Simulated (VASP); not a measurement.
Crystal: InP.

```xyz
2
Lattice="0.0000 2.9793 2.9793 2.9793 0.0000 2.9793 2.9793 2.9793 0.0000" Properties=species:S:1:pos:R:3 pbc="T T T"
In    0.0000    0.0000    0.0000
P     1.4897    1.4897    1.4897
```

The cell was built by a generator and needn't be a form met in nature.

Base run:

- Program: VASP 6.6.1
- Functional: HSE06
- Potentials or basis: VASP PAW PBE potentials, release 64 (In_d, P)
- Cutoff: 520 eV
- k mesh: 6 × 6 × 6
- Occupations: gaussian, width 0.02 eV
- Spin: no spin polarisation

Its results: band gap on the k mesh 1.21 eV, direct; pressure -2.0 GPa.

Task: The run is repeated on the same cell with these changes: functional from HSE06 to PBE0. What comes out?

Result: Band gap on the k mesh 1.82 eV, direct; pressure -2.3 GPa.

Caveats: the PAW data sets were made with another functional, which shifts forces and pressure a little; spin-orbit coupling is left out, which moves the levels of the heavy elements.

